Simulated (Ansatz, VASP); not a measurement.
# SnO2 (Cassiterite) in two plane-wave programs

One calculation is typed for both programs; each brings its own data sets and cutoff. How far apart do they land?

Main program and level: Ansatz 0.2.0; plane waves, with VASP 6.6.1 beside it; single point at LDA.

## (1) Set-up

Symmetry: P4_2/mnm, No. 136, tetragonal system. The conventional cell has a = 4.738 Å, b = 4.738 Å, c = 3.187 Å, α = 90.00°, β = 90.00°, γ = 90.00°. Nearest to Sn lie 6 O at 2.05 to 2.06 Å. O has 3 Sn at 2.05 to 2.06 Å nearest. Farther neighbours and most contacts between anions are not listed.

Coordinates:

```xyz
6
Lattice="4.7380 0.0000 0.0000 0.0000 4.7380 0.0000 0.0000 0.0000 3.1865" Properties=species:S:1:pos:R:3 pbc="T T T"
Sn    0.0000    0.0000    0.0000
Sn    2.3690    2.3690    1.5933
O     1.4550    1.4550    0.0000
O     0.9140    3.8240    1.5933
O     3.2830    3.2830    0.0000
O     3.8240    0.9140    1.5933
```

## (2) VASP: single point, LDA

With cell and atoms fixed, the geometry can't cause a difference; cores, projectors, grids and the points listed under the comparison can.

Lines of VASP's logs that name or quote its potential files are left out, and so is its time.

Contents of INCAR:

```
SYSTEM = SnO2
PREC = Accurate
ENCUT = 520
EDIFF = 1E-07
NELM = 100
ISMEAR = 0
SIGMA = 0.01
LREAL = .FALSE.
ALGO = Normal
GGA = CA
NBANDS = 32
LORBIT = 11
LWAVE = .FALSE.
LCHARG = .FALSE.
KPAR = 2
```

Contents of POSCAR:

```
SnO2
1.0
    4.7380000000      0.0000000000      0.0000000000
    0.0000000000      4.7380000000      0.0000000000
    0.0000000000      0.0000000000      3.1865000000
Sn O
2 4
Direct
    0.0000000000      0.0000000000      0.0000000000
    0.5000000000      0.5000000000      0.5000000000
    0.3071000000      0.3071000000      0.0000000000
    0.1929000000      0.8071000000      0.5000000000
    0.6929000000      0.6929000000      0.0000000000
    0.8071000000      0.1929000000      0.5000000000
```

Contents of KPOINTS:

```
Automatic mesh
0
Gamma
5 5 7
0 0 0
```

The projector-augmented-wave data sets are Sn_d and O (PBE family, release 64).

Started as:

```
$ mpirun -np 2 vasp_std
```

Numbers of over 12 decimals in the logs are rounded to 6 here.

Output:

```text
[banner, memory and clock lines left out]
running    2 mpi-ranks, on    1 nodes
 distrk:  each k-point on    1 cores,    2 groups
 distr:  one band on    1 cores,    1 groups

 POSCAR found type information on POSCAR SnO
 POSCAR found :  2 types and       6 ions
|                                                                             |
|               ----> ADVICE to this user running VASP <----                  |
|                                                                             |
|     You enforced a specific xc type in the INCAR file but a different       |
|     [... a line on the potential file left out ...]
|     I HOPE YOU KNOW WHAT YOU ARE DOING!                                     |
|                                                                             |

 LDA part: xc-table for (Slater(with rela. corr.)+CA(PZ))
 , standard interpolation
 POSCAR, INCAR and KPOINTS ok, starting setup
 FFT: planning ... GRIDC
 FFT: planning ... GRID_SOFT
 FFT: planning ... GRID
 WAVECAR not read
 entering main loop
       N       E                     dE             d eps       ncg     rms          rms(c)
DAV:   1     0.628927708134E+03    0.62893E+03   -0.26315E+04  1672   0.251E+03
DAV:   2     0.479178722029E+02   -0.58101E+03   -0.55270E+03  1720   0.667E+02
DAV:   3    -0.435307061257E+02   -0.91449E+02   -0.89915E+02  1752   0.220E+02
DAV:   4    -0.480016037901E+02   -0.44709E+01   -0.44559E+01  1864   0.540E+01
DAV:   5    -0.481416176577E+02   -0.14001E+00   -0.13996E+00  1952   0.968E+00    0.150E+01
DAV:   6    -0.424916753505E+02    0.56499E+01   -0.20301E+01  2488   0.696E+01    0.589E+00
DAV:   7    -0.425271575800E+02   -0.35482E-01   -0.19596E+00  1776   0.799E+00    0.313E+00
DAV:   8    -0.424561738437E+02    0.70984E-01   -0.27596E-01  2312   0.462E+00    0.717E-01
DAV:   9    -0.424403334628E+02    0.15840E-01   -0.62531E-02  2464   0.378E+00    0.136E-01
DAV:  10    -0.424404619107E+02   -0.12845E-03   -0.47492E-03  2328   0.706E-01    0.460E-02
DAV:  11    -0.424404690230E+02   -0.71123E-05   -0.24498E-04  2464   0.190E-01    0.170E-02
DAV:  12    -0.424404724046E+02   -0.33816E-05   -0.22184E-05  1824   0.304E-02    0.131E-02
DAV:  13    -0.424404705299E+02    0.18747E-05   -0.10447E-05  2336   0.413E-02    0.126E-03
DAV:  14    -0.424404705852E+02   -0.55312E-07   -0.88218E-07  2128   0.887E-03
   1 F= -.42440471E+02 E0= -.42440471E+02  d E =-.937652E-36
```

OUTCAR, selected parts (step 2):

```text
ion  position               nearest neighbor table
   1  0.000  0.000  0.000-   4 2.05   6 2.05   4 2.05   6 2.05   5 2.06   3 2.06   2 3.71   2 3.71
                             2 3.71   2 3.71   2 3.71   2 3.71   2 3.71   2 3.71
   2  0.500  0.500  0.500-   3 2.05   5 2.05   3 2.05   5 2.05   4 2.06   6 2.06   1 3.71   1 3.71
                             1 3.71   1 3.71   1 3.71   1 3.71   1 3.71   1 3.71
   3  0.307  0.307  0.000-   2 2.05   2 2.05   1 2.06
   4  0.193  0.807  0.500-   1 2.05   1 2.05   2 2.06
   5  0.693  0.693  0.000-   2 2.05   2 2.05   1 2.06
   6  0.807  0.193  0.500-   1 2.05   1 2.05   2 2.06

  LATTYP: Found a simple tetragonal cell.
 ALAT       =     4.7380000000
 C/A-ratio  =     0.6725411566

 Subroutine GETGRP returns: Found 16 space group operations
 (whereof  8 operations were pure point group operations)

The static configuration has the point symmetry D_2h.
 The point group associated with its full space group is D_4h.

 Found     24 irreducible k-points:

   k-points           NKPTS =     24   k-points in BZ     NKDIM =     24   number of bands    NBANDS=     32

   dimension x,y,z NGX =    36 NGY =   36 NGZ =   24
   dimension x,y,z NGXF=    72 NGYF=   72 NGZF=   48

   ENCUT  =  520.0 eV  38.22 Ry    6.18 a.u.   8.81  8.81  5.92*2*pi/ulx,y,z

   NELECT =      52.0000    total number of electrons

 k-points in reciprocal lattice and weights: Automatic mesh
   0.00000000  0.00000000  0.00000000       0.006
   0.20000000  0.00000000  0.00000000       0.023
   0.40000000  0.00000000  0.00000000       0.023
   0.20000000  0.20000000  0.00000000       0.023
   0.40000000  0.20000000  0.00000000       0.046
   0.40000000  0.40000000  0.00000000       0.023
   0.00000000  0.00000000  0.14285714       0.011
   0.20000000  0.00000000  0.14285714       0.046
   0.40000000  0.00000000  0.14285714       0.046
[...]
0.40000000  0.20000000  0.42857143       0.091
   0.40000000  0.40000000  0.42857143       0.046

 average (electrostatic) potential at core
       1 -99.1198       2 -99.1198       3 -67.7482       4 -67.7482       5 -67.7482
       6 -67.7482

 E-fermi :   5.8862

 k-point     1 :       0.0000    0.0000    0.0000
  band No.  band energies     occupation
    ...
     22       4.5422      2.00000
     23       4.5422      2.00000
     24       4.9967      2.00000
     25       4.9967      2.00000
     26       5.8010      2.00000
     27       6.9778      0.00000
     28      11.7293      0.00000
     29      11.9008      0.00000
     30      11.9008      0.00000
     31      15.9157      0.00000
    ...

 k-point     2 :       0.2000    0.0000    0.0000
  band No.  band energies     occupation
    ...
     22       4.2733      2.00000
     23       4.5512      2.00000
     24       4.5687      2.00000
     25       5.0234      2.00000
     26       5.5989      2.00000
     27       7.8996      0.00000
     28      11.4452      0.00000
     29      12.0601      0.00000
     30      12.2127      0.00000
     31      16.2843      0.00000
    ...

 k-point     3 :       0.4000    0.0000    0.0000
  band No.  band energies     occupation
    ...
     22       4.0507      2.00000
     23       4.5718      2.00000
     24       4.5854      2.00000
     25       5.0904      2.00000
     26       5.2403      2.00000
     27       9.4097      0.00000
     28      10.7053      0.00000
     29      12.4856      0.00000
     30      12.6027      0.00000
     31      16.5196      0.00000
    ...

  Total        0.0097957      0.0097957      0.7609623     -0.0000000      0.0000000      0.0000000
  in kB        0.2194022      0.2194022     17.0439280     -0.0000000      0.0000000      0.0000000
  external PRESSURE =       5.8275775 kB  Pullay stress =       0.0000000 kB

  energy-cutoff  :      520.00
  volume of cell :       71.53
      direct lattice vectors                 reciprocal lattice vectors
     4.738000000  0.000000000  0.000000000     0.211059519  0.000000000  0.000000000
     0.000000000  4.738000000  0.000000000     0.000000000  0.211059519  0.000000000
     0.000000000  0.000000000  3.186500000     0.000000000  0.000000000  0.313823945

 POSITION                                       TOTAL-FORCE (eV/Angst)
 -----------------------------------------------------------------------------------
      0.00000      0.00000      0.00000         0.000000      0.000000     -0.000000
      2.36900      2.36900      1.59325         0.000000      0.000000     -0.000000
      1.45504      1.45504      0.00000        -0.130575     -0.130575     -0.000000
      0.91396      3.82404      1.59325         0.130575     -0.130575     -0.000000
      3.28296      3.28296      0.00000         0.130575      0.130575      0.000000
      3.82404      0.91396      1.59325        -0.130575      0.130575      0.000000
 -----------------------------------------------------------------------------------
    total drift:                               -0.000000      0.000000      0.000000

  FREE ENERGIE OF THE ION-ELECTRON SYSTEM (eV)
  ---------------------------------------------------
  free  energy   TOTEN  =       -42.4404705852 eV

  energy  without entropy=      -42.4404705852  energy(sigma->0) =      -42.44047059

 total charge
# of ion       s       p       d       tot
------------------------------------------
    1        0.886   1.122  10.400  12.408
    2        0.886   1.122  10.400  12.408
    3        1.547   3.491   0.000   5.038
    4        1.547   3.491   0.000   5.038
    5        1.547   3.491   0.000   5.038
    6        1.547   3.491   0.000   5.038
--------------------------------------------------
tot          7.961  16.207  20.800  44.968

[... 3 further parts left out ...]
```

The PAW data sets were made with PBE, though LDA sets exist; this is a small mismatch.

## (3) Ansatz: single point, LDA

Ansatz runs on its default PAW (the set named soft_2) files.

The same cell, functional (in two slightly different forms), mesh and smearing now go to Ansatz, which takes its cutoff from its data sets.

Contents of input.yaml:

```yaml
crystal:
  lattice:
    - [4.738, 0.0, 0.0]
    - [0.0, 4.738, 0.0]
    - [0.0, 0.0, 3.1865]
  atoms:
    - { symbol: Sn, position: [0.0, 0.0, 0.0] }
    - { symbol: Sn, position: [0.5, 0.5, 0.5] }
    - { symbol: O, position: [0.3071, 0.3071, 0.0] }
    - { symbol: O, position: [0.1929, 0.8071, 0.5] }
    - { symbol: O, position: [0.6929, 0.6929, 0.0] }
    - { symbol: O, position: [0.8071, 0.1929, 0.5] }
hamiltonian:
  xc: lda
  pseudopotentials: { kind: paw }
kpoints:
  mp_grid: { grid: [5, 5, 7] }
scf:
  occupations: { method: gaussian, width: 0.01 }
  n_extra_bands: 5
output:
  forces: true
  stress: true
  eigenvalues: true
```

Started as:

```
$ ansatz run input.yaml --threads 4 --pin off --max-ram 9216MiB --backend cpu --events-out ev --progress --plain --runs-dir out
```

Output:

```text
scf.n_extra_bands = 5 over 26 filled bands (N_el = 52.0): the run solves 31 bands
Engine: ansatz 0.2.0, aarch64-unknown-linux-gnu
Pseudopotentials: kind: paw
Pseudopotential: Sn, paw, valence charge 14, recommended cutoff 420 eV (normal), Sn.paw.azcp
Pseudopotential: O, paw, valence charge 6, recommended cutoff 420 eV (normal), O.paw.azcp
Functional definition: SPW92
  exchange = slater_x
  correlation = pw_c
Crystal: 6 atoms, lattice volume = 71.533 Å³
Basis set: ecut = 420 eV, 1411 PW (Γ)
Bands: 31, of which v1, the nominal top of the filled ones, is band 26 counted from 1 (25 counted from 0)
Symmetry: 16 space group operations
Space group: P42/mnm (ITA 136), of the structure as read, at distance tolerance 4.2e-5 Å
k-points: 24 of 175
Non-local potential: Sn, projectors of the file, l = 0: 2, l = 1: 2, l = 2: 2, l = 3: 2
Non-local potential: O, projectors of the file, l = 0: 2, l = 1: 2, l = 2: 1
PAW form: soft (Blöchl's): semilocal exchange-correlation on the pseudo side does not see the compensation charge
PAW frozen core: Sn, regenerated for the run's functional, and the local potential with it (the file was generated under x = pbe(κ = 0.804, μ = 0.219515), c = pbe(β = 0.066725))
PAW frozen core: O, regenerated for the run's functional, and the local potential with it (the file was generated under x = pbe(κ = 0.804, μ = 0.219515), c = pbe(β = 0.066725))
PAW one-centre angular grid: Sn, 590 points (default); XC on 64 Gauss nodes
PAW one-centre angular grid: O, 110 points (default); XC on 64 Gauss nodes
Initial density: superposition of atomic densities (neutral atoms: chi_scale 0, normalization atom), corrected by the library's trained network
Initial wavefunctions: pseudopotential atomic-orbital guess
Functional: x = slater, c = lda
SCF iter   1: F=—  HF=-13980.423725 eV  |F-HF|=—  |Δ(HF+E_count)|=         —  Δρ=1.88e-2  dr2=2.11e-1  ethr=1.77e-3  ⟨swp⟩=6.5  Hψ=3316  notcnv=0
preconditioner: auto → Resta (q_TF=auto, 2.587 Å⁻¹)  ε∞=3.8  [insulator: Δε(μ)=0.964 eV  Ē_g=18.840 eV  σ=0.010 eV  W_gap=1.00  n_scr=18 (ndim 8)  ℏωp=31.7 eV  f_vac=0.027  D(μ)=0.00/eV (n_scr^D=0)  ε∞_Penn≈3.8]
SCF iter   2: F=—  HF=-13980.362125 eV  |F-HF|=—  |Δ(HF+E_count)|=   6.16e-2  Δρ=4.91e-3  dr2=6.91e-3  ethr=4.06e-4  ⟨swp⟩=2.2  Hψ=1280  notcnv=0  defer=24
SCF iter   3: F=—  HF=-13980.359658 eV  |F-HF|=—  |Δ(HF+E_count)|=   2.47e-3  Δρ=2.11e-3  dr2=1.75e-3  ethr=1.33e-5  ⟨swp⟩=2.2  Hψ=1410  notcnv=0  defer=24
SCF iter   4: F=—  HF=-13980.359089 eV  |F-HF|=—  |Δ(HF+E_count)|=   5.69e-4  Δρ=3.76e-4  dr2=6.67e-5  ethr=3.37e-6  ⟨swp⟩=3.0  Hψ=1367  notcnv=0  defer=24
SCF iter   5: F=—  HF=-13980.359088 eV  |F-HF|=—  |Δ(HF+E_count)|=   9.55e-7  Δρ=7.10e-5  dr2=2.81e-6  ethr=1.28e-7  ⟨swp⟩=1.0  Hψ=720  notcnv=0  defer=24
SCF iter   6: F=-13980.359089 eV  HF=-13980.359089 eV  |F-HF|=2.83e-8  |Δ(HF+E_count)|=   8.09e-7  Δρ=8.43e-6  dr2=7.46e-8  ethr=1.92e-10  ⟨swp⟩=9.2  Hψ=3857  notcnv=0
SCF 1 converged in 6 iterations: F = -13980.359089 eV  dr2 = 7.46e-8
  greatest PAW one-centre occupation: 0.998 electrons in one spin orbital (limit 2), on the Sn atom at site 1 (counted from 0), in its partial waves of l = 2
SCF converged after 6 iterations
Free energy (F): -13980.359089 eV
Harris-Foulkes:  -13980.359089 eV  (|F-HF|=2.83e-8)
Internal energy: -13980.359089 eV  (E = F + TS)
E sigma→0 (E₀):  -13980.359089 eV
Fermi energy:    9.726683 eV
--- Per-component energies (eV) ---
  E_band       = -131.419347
  E_kinetic    = 1081.112583
  E_local      = -2867.981805  (includes V_loc(G=0)·N_el)
  E_nonlocal   = 150.986102
  E_hartree    = 1481.721290
  E_xc         = -1041.954826
  E_vxc        = -564.367268  (∫ρ·V_xc dr)
  E_paw        = -8602.638324  (= ΣΔE_a)
  E_vpaw       = -894.635239  (= ΣTr[D̂ρ^β])
  E_aug_tail   = 0.010187  (compensation charges beyond the density's cutoff)
  E_ewald      = -4182.851779
  E_core_change = 1.237482  (= ΣΔE_core)
  E_smearing   = -0.000000  (= −TS)
  E_closure    = 0.000000  (closes the sum)
  Σ components = -13980.359089   (vs F -13980.359089, Δ=0.00e0)
--- Forces (eV/Å), atoms counted from 1 ---
  atom   1  Sn     0.00000000     0.00000000     0.00000000
  atom   2  Sn    -0.00000000    -0.00000000    -0.00000000
  atom   3  O     -0.10953876    -0.10953876     0.00000000
  atom   4  O      0.10953876    -0.10953876    -0.00000000
  atom   5  O      0.10953876     0.10953876    -0.00000000
  atom   6  O     -0.10953876     0.10953876     0.00000000
  max |Σ_I F_I| component: 5.55e-17 eV/Å
--- Stress (GPa, compression-positive) ---
       -1.087111       0.000000       0.000000
        0.000000      -1.087111       0.000000
        0.000000       0.000000      -0.055398
  P = ⅓ Tr σ = -0.7432 GPa (-7.432 kbar)
--- Band table (eV; the first three rows and the last of 24) ---
  k-point 0: bands = [... 22 lower, 7.9021, 8.3620, 8.3620, 9.1597, 10.2937, 15.0669, 15.2711, 15.2711, ... 1 higher]
  k-point 1: bands = [... 22 lower, 7.1639, 8.3953, 8.3953, 8.9846, 11.4867, 15.4711, 16.1052, 16.1052, ... 1 higher]
  k-point 2: bands = [... 22 lower, 6.5069, 8.2425, 8.2425, 8.4995, 13.2940, 15.9170, 17.6858, 17.7893, ... 1 higher]
  k-point 23: bands = [... 22 lower, 8.0855, 8.1011, 8.2640, 8.2955, 14.0573, 14.1516, 17.6246, 18.0011, ... 1 higher]
```

Run time: 0.93 s. Hardware: 4 threads of Arm Neoverse V1, shared host; peak memory 0.36 GiB.

The run ends at a pressure of -0.74 GPa, with forces up to 0.15 eV/Å.

## (4) Comparison

Known differences besides the potentials themselves: the two LDA forms differ slightly; the cutoff is 420 eV in Ansatz and 520 eV in VASP; Ansatz makes its cores anew for this functional, VASP keeps those of its PBE data sets; VASP's log shows a relativistic correction to its local exchange, Ansatz's none. Total energies have different zeros and are not compared.

The two programs side by side:

```tsv
quantity	Ansatz	VASP	difference
pressure (GPa)	-0.74	0.58	-1.33
pressure without Ansatz's Pulay correction (GPa)	-1.84	0.58	-2.43
gap on the k mesh (eV)	1.134	1.177	-0.043
```

Forces (eV/Å; atoms numbered as in POSCAR):

```tsv
atom	Ansatz x, y, z	VASP x, y, z
Sn1	0.000, 0.000, 0.000	0.000, 0.000, 0.000
Sn2	0.000, 0.000, 0.000	0.000, 0.000, 0.000
O3	-0.110, -0.110, 0.000	-0.131, -0.131, 0.000
O4	0.110, -0.110, 0.000	0.131, -0.131, 0.000
O5	0.110, 0.110, 0.000	0.131, 0.131, 0.000
O6	-0.110, 0.110, 0.000	-0.131, 0.131, 0.000
```

The forces differ by 14 meV/Å r.m.s., which is 16.1 % of the r.m.s. force of 0.09 eV/Å (both taken over all components). A gap on the mesh is an upper bound, since the band edges may lie between its points. Ansatz's pressure holds a Pulay correction of 1.10 GPa; VASP's holds none.

## (5) What the set-up changes

Further runs change the set-up of one program: Ansatz's method, potentials or start, or VASP's data sets, cutoff or form of LDA. The table gives Ansatz less VASP for each quantity, since a change that brings one quantity closer may part another.

```tsv
run	r.m.s. force difference (meV/Å)	pressure (GPa)	gap on the k mesh (eV)	pressure without Ansatz's Pulay correction (GPa)
as above	14	-1.3	-0.043	-2.4
cores kept as stored	13	-1.2	-0.036	-2.2
Ansatz's larger PAW set (cutoff 900 eV)	14	-1.2	-0.037	-1.3
norm-conserving potentials (cutoff 1143 eV)	17	-0.76	-0.051
```

## (6) Results

| Item | Value |
| --- | --- |
| r.m.s. force difference (single point, LDA) | 14 meV/Å |
| difference in pressure (single point, LDA) | -1.3 GPa |
| difference in gap on the k mesh (single point, LDA) | -0.043 eV |

In words: The difference in pressure is -1.3 GPa (single point, LDA), beyond the 1 GPa picked in this series as the mark of a large difference. By the marks of this series, far apart in the single point, LDA pair: the r.m.s. force difference, 14 meV/Å and the difference in pressure, -1.3 GPa. Single point, LDA, Ansatz's larger PAW set (cutoff 900 eV): the difference in pressure without Ansatz's Pulay correction goes from -2.4 to -1.3 GPa. Single point, LDA, norm-conserving potentials (cutoff 1143 eV): the difference in pressure goes from -1.3 to -0.76 GPa. How closely two codes agree says nothing of how well the functional describes the real material.

[Lines on the potential files, build, host, timing and source positions are cut from VASP's logs without a mark.]

[Logs are printed without paths, hosts, clocks, repeated set-up lines and the standing remarks that a program may print on its own settings, such as how far it seeks lower states.]

[Hosts, paths, dates, database ids (printed as entryN), source tags and the programs' standing remarks are cut or masked in the printed files.]

[VASP's PBE data sets in a run with another functional are called a small mismatch above; for pressures it isn't always small: they can move by 1 GPa and more.]
